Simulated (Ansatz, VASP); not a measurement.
**Cross-check of Sb (Antimony) between VASP and Ansatz**

Aim: how closely do two programs agree when they are given the same cell, functional and k mesh? The cell is taken from a series of VASP runs on this material, whose earlier steps may have relaxed, scaled or displaced it; both programs get it as it stands.

Program: Ansatz 0.2.0. Level of theory: plane waves, with VASP 6.6.1 beside it; zone-centre phonons at LDA. Results are calculated unless marked as measured.

### 1. Starting point

Symmetry: R-3m, No. 166, trigonal system. The conventional cell has a = 4.302 Å, b = 4.302 Å, c = 10.942 Å, α = 90.00°, β = 90.00°, γ = 120.00°. Sb has 3 Sb at 2.92 Å nearest.

Structure file:

```cif
data_structure
_symmetry_space_group_name_H-M 'R-3m:H'
_symmetry_Int_Tables_number 166
_cell_length_a 4.3025
_cell_length_b 4.3025
_cell_length_c 10.9422
_cell_angle_alpha 90.000
_cell_angle_beta 90.000
_cell_angle_gamma 120.000
_cell_volume 175.42
loop_
_atom_site_label
_atom_site_type_symbol
_atom_site_symmetry_multiplicity
_atom_site_Wyckoff_symbol
_atom_site_fract_x
_atom_site_fract_y
_atom_site_fract_z
_atom_site_occupancy
Sb1 Sb 6 c 0.00000 0.00000 0.76357 1
```

### 2. VASP: zone-centre phonons, LDA

Second derivatives magnify differences that forces hide, and they need a tight electronic threshold.

Lines of VASP's logs that name or quote its potential files are left out, and so is its time.

The input, INCAR:

```
SYSTEM = Sb
PREC = Accurate
ENCUT = 450
EDIFF = 1E-08
NELM = 100
ISMEAR = 1
SIGMA = 0.15
LREAL = .FALSE.
ALGO = Normal
GGA = CA
NBANDS = 11
LORBIT = 11
LWAVE = .FALSE.
LCHARG = .FALSE.
KPAR = 2
IBRION = 8
ISIF = 2
```

The input, POSCAR:

```
Sb
1.0
    2.1512309692      1.2420137792      3.6474141679
   -2.1512309692      1.2420137792      3.6474141679
    0.0000000000     -2.4840275584      3.6474141679
Sb
2
Direct
    0.7635715781      0.7635715781      0.7635715781
    0.2364284219      0.2364284219      0.2364284219
```

The input, KPOINTS:

```
Automatic mesh
0
Gamma
12 12 12
0 0 0
```

PAW data sets: Sb (LDA family, release 64).

Started as:

```bash
mpirun -np 2 vasp_std
```

Numbers of over 12 decimals in the logs are rounded to 6 here.

What it wrote:

```text
[banner, memory and clock lines left out]
running    2 mpi-ranks, on    1 nodes
 distrk:  each k-point on    1 cores,    2 groups
 distr:  one band on    1 cores,    1 groups

 POSCAR found type information on POSCAR Sb
 POSCAR found :  1 types and       2 ions
 LDA part: xc-table for (Slater(with rela. corr.)+CA(PZ))
 , standard interpolation
 POSCAR, INCAR and KPOINTS ok, starting setup
 FFT: planning ... GRIDC
 FFT: planning ... GRID_SOFT
 FFT: planning ... GRID
 WAVECAR not read
 entering main loop
       N       E                     dE             d eps       ncg     rms          rms(c)
DAV:   1     0.350369308632E+02    0.35037E+02   -0.33764E+03  4158   0.643E+02
DAV:   2    -0.770539033156E+01   -0.42742E+02   -0.41428E+02  5644   0.111E+02
DAV:   3    -0.963380921417E+01   -0.19284E+01   -0.18899E+01  5026   0.267E+01
DAV:   4    -0.965213670181E+01   -0.18327E-01   -0.18317E-01  4636   0.309E+00
DAV:   5    -0.965234638544E+01   -0.20968E-03   -0.20968E-03  4869   0.373E-01    0.322E+00
DAV:   6    -0.963716542237E+01    0.15181E-01   -0.32636E-03  4641   0.311E-01    0.191E+00
DAV:   7    -0.962858522845E+01    0.85802E-02   -0.70418E-03  4572   0.451E-01    0.553E-02
DAV:   8    -0.962859741342E+01   -0.12185E-04   -0.18619E-04  4698   0.984E-02    0.172E-02
DAV:   9    -0.962860104059E+01   -0.36272E-05   -0.13082E-05  4743   0.223E-02    0.579E-03
DAV:  10    -0.962860068439E+01    0.35619E-06   -0.15802E-06  4716   0.695E-03    0.916E-04
DAV:  11    -0.962860071219E+01   -0.27796E-07   -0.14908E-07  4743   0.234E-03    0.357E-04
DAV:  12    -0.962860071179E+01    0.40006E-09   -0.88793E-09  2811   0.524E-04
   1 F= -.96286007E+01 E0= -.96290277E+01  d E =0.128093E-02
 Linear response reoptimize wavefunctions to high precision
DAV:   1    -0.962860071201E+01   -0.21930E-09   -0.14204E-09  3511   0.260E-04
DAV:   2    -0.962860071202E+01   -0.10232E-10   -0.11050E-10  2436   0.814E-05
 Linear response DOF=           2
 Linear response progress:
  Degree of freedom:   1/  2
       N       E                     dE             d eps       ncg     rms          rms(c)
RMM:   1    -0.260282596038E-01   -0.26028E-01    0.21543E-02 39043   0.121E+00
RMM:   2    -0.256793678276E-01    0.34889E-03   -0.17126E-03 30111   0.252E-01    0.496E-02
RMM:   3    -0.256801973038E-01   -0.82948E-06   -0.19162E-05 31721   0.414E-02    0.292E-02
RMM:   4    -0.257287286712E-01   -0.48531E-04    0.52876E-08 31917   0.202E-02    0.235E-03
RMM:   5    -0.257370572531E-01   -0.83286E-05    0.12305E-06 32506   0.381E-03    0.103E-03
RMM:   6    -0.257388603210E-01   -0.18031E-05   -0.16312E-07 30919   0.920E-04    0.314E-04
RMM:   7    -0.257380354429E-01    0.82488E-06   -0.18541E-07 33113   0.237E-04    0.888E-05
RMM:   8    -0.257379896369E-01    0.45806E-07   -0.57329E-08 33863   0.509E-05    0.198E-05
RMM:   9    -0.257379757885E-01    0.13848E-07   -0.11221E-10 33662   0.168E-05    0.202E-06
RMM:  10    -0.257379665344E-01    0.92541E-08    0.25101E-09 33984   0.825E-06    0.740E-07
 first order change of Fermi-energy  -0.21133E-04
 force on displaced ion       1 direction 1 :  -1.815  -0.000  -0.000
 Linear response progress:
  Degree of freedom:   2/  2
       N       E                     dE             d eps       ncg     rms          rms(c)
RMM:   1    -0.270148297197E-01   -0.27015E-01    0.14691E-02  8168   0.122E+00
RMM:   2    -0.257654869624E-01    0.12493E-02   -0.17256E-03  6495   0.261E-01    0.482E-02
RMM:   3    -0.256695490257E-01    0.95938E-04   -0.46064E-05  6906   0.450E-02    0.287E-02
RMM:   4    -0.256031758515E-01    0.66373E-04   -0.25418E-05  6733   0.249E-02    0.690E-03
RMM:   5    -0.256109303831E-01   -0.77545E-05   -0.51009E-07  6952   0.518E-03    0.243E-03
RMM:   6    -0.256127498674E-01   -0.18195E-05   -0.10981E-08  7035   0.108E-03    0.800E-04
RMM:   7    -0.256120453963E-01    0.70447E-06   -0.19854E-08  7092   0.328E-04    0.207E-04
RMM:   8    -0.256120749534E-01   -0.29557E-07   -0.32747E-09  7209   0.579E-05    0.257E-05
RMM:   9    -0.256120920799E-01   -0.17126E-07    0.61428E-10  7233   0.236E-05    0.138E-05
RMM:  10    -0.256120892515E-01    0.28283E-08   -0.82775E-10  7299   0.105E-05    0.308E-06
 first order change of Fermi-energy   0.12866E+00
 force on displaced ion       1 direction 3 :   0.000   0.000  -4.563
 Linear response finished
```

From OUTCAR (step 2):

```text
ion  position               nearest neighbor table
   1  0.764  0.764  0.764-   2 2.92   2 2.92   2 2.92   2 3.27   2 3.27   2 3.27
   2  0.236  0.236  0.236-   1 2.92   1 2.92   1 2.92   1 3.27   1 3.27   1 3.27

  LATTYP: Found a trigonal (rhomboedric) cell.
 ALAT       =     4.4129381395
 COS(alpha) =     0.5247212476

 Subroutine GETGRP returns: Found 12 space group operations
 (whereof 12 operations were pure point group operations)

The static configuration has the point symmetry D_3d.

 Found    189 irreducible k-points:

   k-points           NKPTS =    189   k-points in BZ     NKDIM =    189   number of bands    NBANDS=     11

   dimension x,y,z NGX =    32 NGY =   32 NGZ =   32
   dimension x,y,z NGXF=    64 NGYF=   64 NGZF=   64

   ENCUT  =  450.0 eV  33.07 Ry    5.75 a.u.   7.63  7.63  7.63*2*pi/ulx,y,z

   NELECT =      10.0000    total number of electrons

 k-points in reciprocal lattice and weights: Automatic mesh
   0.00000000  0.00000000  0.00000000       0.001
   0.08333333 -0.00000000  0.00000000       0.003
   0.16666667 -0.00000000  0.00000000       0.003
   0.25000000  0.00000000  0.00000000       0.003
   0.33333333 -0.00000000  0.00000000       0.003
   0.41666667  0.00000000 -0.00000000       0.003
   0.50000000  0.00000000  0.00000000       0.002
   0.08333333  0.08333333  0.00000000       0.003
   0.16666667  0.08333333  0.00000000       0.007
[...]
-0.41666667  0.50000000  0.41666667       0.003
   0.50000000  0.50000000  0.50000000       0.001

 average (electrostatic) potential at core
       1 -86.3894       2 -86.3894

  Total        0.0009283      0.0009283      0.0021739     -0.0000000      0.0000000      0.0000000
  in kB        0.0254353      0.0254353      0.0595666     -0.0000000      0.0000000      0.0000000
  external PRESSURE =       0.0368124 kB  Pullay stress =       0.0000000 kB

  energy-cutoff  :      450.00
  volume of cell :       58.47
      direct lattice vectors                 reciprocal lattice vectors
     2.151230969  1.242013779  3.647414168     0.232425066  0.134190674  0.091388945
    -2.151230969  1.242013779  3.647414168    -0.232425066  0.134190674  0.091388945
     0.000000000 -2.484027558  3.647414168     0.000000000 -0.268381349  0.091388945

 POSITION                                       TOTAL-FORCE (eV/Angst)
 -----------------------------------------------------------------------------------
      0.00000      0.00000      8.35519         0.000000      0.000000     -0.001133
      0.00000      0.00000      2.58706         0.000000     -0.000000      0.001133
 -----------------------------------------------------------------------------------
    total drift:                               -0.000000     -0.000000      0.000000

 Eigenvectors and eigenvalues of the dynamical matrix
 ----------------------------------------------------

   1 f  =    4.280224 THz    26.893438 2PiTHz  142.772889 cm-1    17.701574 meV
             X         Y         Z           dx          dy          dz
      0.000000  0.000000  8.355185    -0.000000    0.000000   -0.707107
      0.000000  0.000000  2.587057     0.000000    0.000000    0.707107

   2 f  =    2.699194 THz    16.959534 2PiTHz   90.035411 cm-1    11.162963 meV
             X         Y         Z           dx          dy          dz
      0.000000  0.000000  8.355185     0.000001   -0.707107    0.000000
      0.000000  0.000000  2.587057    -0.000001    0.707107    0.000000

   3 f  =    2.699194 THz    16.959534 2PiTHz   90.035411 cm-1    11.162963 meV
             X         Y         Z           dx          dy          dz
      0.000000  0.000000  8.355185     0.707107    0.000001    0.000000
      0.000000  0.000000  2.587057    -0.707107   -0.000001    0.000000

   4 f  =    0.000000 THz     0.000000 2PiTHz    0.000001 cm-1     0.000000 meV
             X         Y         Z           dx          dy          dz
      0.000000  0.000000  8.355185     0.656429    0.262871    0.000000
      0.000000  0.000000  2.587057     0.656429    0.262871    0.000000

   5 f  =    0.000000 THz     0.000000 2PiTHz    0.000000 cm-1     0.000000 meV
             X         Y         Z           dx          dy          dz
      0.000000  0.000000  8.355185     0.000000    0.000000    0.707107
      0.000000  0.000000  2.587057    -0.000000    0.000000    0.707107

   6 f/i=    0.000000 THz     0.000000 2PiTHz    0.000000 cm-1     0.000000 meV
             X         Y         Z           dx          dy          dz
      0.000000  0.000000  8.355185     0.262871   -0.656429    0.000000
      0.000000  0.000000  2.587057     0.262871   -0.656429    0.000000

 ELASTIC MODULI CONTR FROM IONIC RELAXATION (kBar)
 Direction    XX          YY          ZZ          XY          YZ          ZX
 --------------------------------------------------------------------------------
 XX         -78.6508    -70.9454   -133.0572      0.0000     27.7118     -0.0000
 YY         -70.9454    -78.6508   -133.0572     -0.0000    -27.7118      0.0000
 ZZ        -133.0572   -133.0572   -236.6936      0.0000      0.0000     -0.0000
 XY           0.0000     -0.0000      0.0000     -3.8527     -0.0000     26.1794
 YZ          27.7118    -27.7118      0.0000     -0.0000   -199.3246      0.0000
 ZX          -0.0000      0.0000     -0.0000     26.1794      0.0000   -177.8907
 --------------------------------------------------------------------------------
```

### 3. Ansatz: zone-centre phonons, LDA

Ansatz runs on its default PAW (the set named soft_2) files.

The same cell, functional (in two slightly different forms), mesh and smearing now go to Ansatz, which takes its cutoff from its data sets.

The input, input.yaml:

```yaml
crystal:
  lattice:
    - [2.1512309692, 1.2420137792, 3.6474141679]
    - [-2.1512309692, 1.2420137792, 3.6474141679]
    - [0.0, -2.4840275584, 3.6474141679]
  atoms:
    - { symbol: Sb, position: [0.7635715781, 0.7635715781, 0.7635715781] }
    - { symbol: Sb, position: [0.2364284219, 0.2364284219, 0.2364284219] }
hamiltonian:
  xc: lda
  pseudopotentials: { kind: paw }
kpoints:
  mp_grid: { grid: [12, 12, 12] }
scf:
  occupations: { method: methfessel_paxton, width: 0.15 }
phonons:
  method: dfpt
  qpoints: [[0, 0, 0]]
```

Started as:

```bash
ansatz run input.yaml --threads 4 --pin off --max-ram 9216MiB --backend cpu --events-out ev --progress --plain --runs-dir out
```

What it wrote:

```text
Engine: ansatz 0.2.0, aarch64-unknown-linux-gnu
Pseudopotentials: kind: paw
Pseudopotential: Sb, paw, valence charge 15, recommended cutoff 420 eV (normal), Sb.paw.azcp
Functional definition: SPW92
  exchange = slater_x
  correlation = pw_c
Crystal: 2 atoms, lattice volume = 58.472 Å³
Basis set: ecut = 420 eV, 1153 PW (Γ), exchange–correlation on 60×60×60 points (8 copies of the dense FFT grid, shifted against one another)
Bands: 19, of which v1, the nominal top of the filled ones, is band 15 counted from 1 (14 counted from 0)
Symmetry: 12 space group operations
k-points: 476 of 1728 (irreducible under 2 space group operations, time reversal used)
Non-local potential: Sb, projectors of the file, l = 0: 2, l = 1: 2, l = 2: 2, l = 3: 2
PAW form: soft (Blöchl's): semilocal exchange-correlation on the pseudo side does not see the compensation charge
PAW frozen core: Sb, regenerated for the run's functional, and the local potential with it (the file was generated under x = pbe(κ = 0.804, μ = 0.219515), c = pbe(β = 0.066725))
PAW one-centre angular grid: Sb, 590 points (default); XC on 64 Gauss nodes
Initial density: superposition of atomic densities (neutral atoms: chi_scale 0, normalization atom), corrected by the library's trained network
Initial wavefunctions: pseudopotential atomic-orbital guess
Functional: x = slater, c = lda
SCF iter   1: F=—  HF=-12671.646674 eV  |F-HF|=—  |Δ(HF+E_count)|=         —  Δρ=6.47e-3  dr2=1.04e-2  ethr=1.77e-3  ⟨swp⟩=5.8  Hψ=45236  notcnv=0
preconditioner: auto → none  [insulator: Δε(μ)=0.142 eV  Ē_g=8.797 eV  σ=0.150 eV  W_gap=0.61  n_scr=14 (ndim 8)  ℏωp=15.4 eV  f_vac=0.001  D(μ)=0.11/eV (n_scr^D=0)  ε∞_Penn≈4.0]
SCF iter   2: F=—  HF=-12671.641026 eV  |F-HF|=—  |Δ(HF+E_count)|=   5.65e-3  S|Δr|=    0.00e0  Δρ=2.91e-3  dr2=1.97e-3  ethr=3.45e-5  ⟨swp⟩=1.9  Hψ=14894  notcnv=0
SCF iter   3: F=—  HF=-12671.640475 eV  |F-HF|=—  |Δ(HF+E_count)|=   5.51e-4  S|Δr|=    0.00e0  Δρ=6.20e-4  dr2=3.40e-4  ethr=6.58e-6  ⟨swp⟩=2.0  Hψ=15943  notcnv=0
SCF iter   4: F=—  HF=-12671.640338 eV  |F-HF|=—  |Δ(HF+E_count)|=   1.37e-4  S|Δr|=    0.00e0  Δρ=1.10e-4  dr2=6.26e-6  ethr=1.13e-6  ⟨swp⟩=2.0  Hψ=16188  notcnv=0
SCF iter   5: F=—  HF=-12671.640336 eV  |F-HF|=—  |Δ(HF+E_count)|=   1.90e-6  S|Δr|=    0.00e0  Δρ=9.84e-5  dr2=3.33e-6  ethr=2.09e-8  ⟨swp⟩=2.0  Hψ=16241  notcnv=0
SCF iter   6: F=—  HF=-12671.640334 eV  |F-HF|=—  |Δ(HF+E_count)|=   2.00e-6  S|Δr|=    0.00e0  Δρ=2.22e-5  dr2=1.63e-7  ethr=1.11e-8  ⟨swp⟩=2.0  Hψ=15769  notcnv=0
SCF iter   7: F=—  HF=-12671.640334 eV  |F-HF|=—  |Δ(HF+E_count)|=   1.64e-7  S|Δr|=    0.00e0  Δρ=4.19e-6  dr2=5.39e-9  ethr=5.43e-10  ⟨swp⟩=2.0  Hψ=14983  notcnv=0
SCF iter   8: F=—  HF=-12671.640334 eV  |F-HF|=—  |Δ(HF+E_count)|=   2.77e-9  S|Δr|=    0.00e0  Δρ=3.82e-7  dr2=3.33e-11  ethr=1.80e-11  ⟨swp⟩=2.0  Hψ=15853  notcnv=0
SCF iter   9: F=-12671.640334 eV  HF=-12671.640334 eV  |F-HF|=7.28e-12  |Δ(HF+E_count)|=  1.09e-11  S|Δr|=    0.00e0  Δρ=2.91e-8  dr2=4.24e-13  ethr=1.00e-12  ⟨swp⟩=5.8  Hψ=35801  notcnv=0
SCF 1 converged in 9 iterations: F = -12671.640334 eV  dr2 = 4.24e-13
  greatest PAW one-centre occupation: 0.998 electrons in one spin orbital (limit 2), on the Sb atom at site 1 (counted from 0), in its partial waves of l = 2
DFPT response loops at Γ: preconditioner auto → Kerker (q_TF=auto, 2.441 Å⁻¹) (partly filled bands, converged f_vac=0.000); β = 1.00, the filter's whole step (`scf.mixing.beta` (0.50) is not read by the response loops under this deck's `scf.mixing.preconditioner`; to damp them name `kerker` or `kerker_dos`, under which they read `scf.mixing.beta`, and type it under 1.00, their step now; both keys bind the ground state too); Broyden in place of MSR1
SCF converged after 9 iterations
Stability not checked: this state was not tested for a lower state beside it, because cold or Methfessel-Paxton smearing, or corrected tetrahedra, fill the levels in a way that the test cannot read (fill_not_monotonic; see scf.lower_state_search)
Free energy (F): -12671.640334 eV
Harris-Foulkes:  -12671.640334 eV  (|F-HF|=7.28e-12)
Internal energy: -12671.641594 eV  (E = F + TS)
E sigma→0 (E₀):  -12671.640649 eV
Entropy (-TS):   0.001260 eV (0.630 meV/atom)
Fermi energy:    10.154523 eV
--- Per-component energies (eV) ---
  E_band       = -332.829867
  E_kinetic    = 417.476788
  E_local      = -3143.182439  (includes V_loc(G=0)·N_el)
  E_nonlocal   = 732.681301
  E_hartree    = 1422.934068
  E_xc         = -276.379719
  E_vxc        = -195.474517  (∫ρ·V_xc dr)
  E_paw        = -8853.009235  (= ΣΔE_a)
  E_vpaw       = -990.199087  (= ΣTr[D̂ρ^β])
  E_aug_tail   = -0.000004  (compensation charges beyond the density's cutoff)
  E_ewald      = -2973.280002
  E_core_change = 1.117647  (= ΣΔE_core)
  E_smearing   = 0.001260  (= −TS)
  E_closure    = -0.000000  (closes the sum)
  Σ components = -12671.640334   (vs F -12671.640334, Δ=0.00e0)
--- Band table (eV; the first three rows and the last of 476) ---
  k-point 0: bands = [... 11 lower, 5.4383, 8.2364, 8.3585, 8.3585, 12.6143, 13.0653, 13.0653, 15.2432]
  k-point 1: bands = [... 11 lower, 5.0525, 8.2580, 8.3524, 8.5525, 12.5040, 12.8298, 12.8350, 14.9456]
  k-point 2: bands = [... 11 lower, 4.1723, 8.2827, 8.3433, 8.9272, 12.1036, 12.2534, 12.2882, 14.8042]
  k-point 475: bands = [... 11 lower, 0.9027, 8.9529, 8.9529, 9.7319, 10.1137, 10.1137, 11.0939, 17.6350]
--- Phonons (Γ-DFPT): 2 representative perturbations + reference, on 476 of 1728 k-points (Σ response iterations 5) ---
  k mesh reduced under 2 symmetry operations, with k and −k counted as one. Each operation leaves every solved perturbation unchanged. A smaller set is not used because it would not reduce the number of displacements times k-points to solve
  ASR residual: 3.178e-5 → 0.000e0 eV/Å²; symmetrization residual: 2.443e-5 eV/Å²
  ASR residual per site (eV/Å²): 3.18e-5 3.18e-5
  Γ frequencies (cm⁻¹): 0.00 0.00 0.00 85.66 85.66 139.86
  non-analytic LO–TO correction: not included (Born effective charges unavailable; polar crystals: no LO–TO splitting at Γ)
--- Phonons (arbitrary-q DFPT): 1 explicit q-point ---
  q = [0, 0, 0] (of the zone-centre solve; hermiticity 6.72e-6, symmetrization 2.42e-6): -0.00 -0.00 0.00 85.66 85.66 139.86
  sum rule: each row above includes the acoustic sum rule's correction from the zone centre's row sums; it moved no ω² by more than (0.27 cm⁻¹)²
```

It took 36 s on 4 threads of Arm Neoverse V1, shared host; peak memory 1.7 GiB.

### 4. Comparison

Known differences besides the potentials themselves: the two LDA forms differ slightly; the data sets hold 30 valence electrons in Ansatz (default PAW (the set named soft_2) files) and 10 in VASP; the cutoff is 420 eV in Ansatz and 450 eV in VASP; VASP's log shows a relativistic correction to its local exchange, Ansatz's none. Total energies have different zeros and are not compared.

The two programs side by side:

| quantity | Ansatz | VASP | difference |
| --- | --- | --- | --- |
| optical mode 1 to 2 (cm⁻¹) | 85.7 | 90.0 | -4.86 % |
| optical mode 3 (cm⁻¹) | 139.9 | 142.8 | -2.04 % |

Modes are paired by rising frequency and degeneracy, not by their patterns, so a pair may still set unlike modes beside each other.

### 5. Summary of results

```json
{"r.m.s. difference of the optical zone-centre modes, each program's sorted by frequency (zone-centre phonons, LDA)": "3.9 cm⁻¹", "difference in optical mode 1 to 2 (zone-centre phonons, LDA)": "-4.9 %"}
```

The r.m.s. difference of the optical zone-centre modes, each program's sorted by frequency is 3.9 cm⁻¹ (zone-centre phonons, LDA). Among the rows given in per cent, the largest difference of the zone-centre phonons, LDA pair is in optical mode 1 to 2, -4.9 %. Such differences can come from data sets, numerical settings and the points named under the comparisons, not from the functional's error against experiment.

[Lines on the potential files, build, host, timing and source positions are cut from VASP's logs without a mark.]

[Logs are printed without paths, hosts, clocks, repeated set-up lines and the standing remarks that a program may print on its own settings, such as how far it seeks lower states.]

[Hosts, paths, dates, database ids (printed as entryN), source tags and the programs' standing remarks are cut or masked in the printed files.]
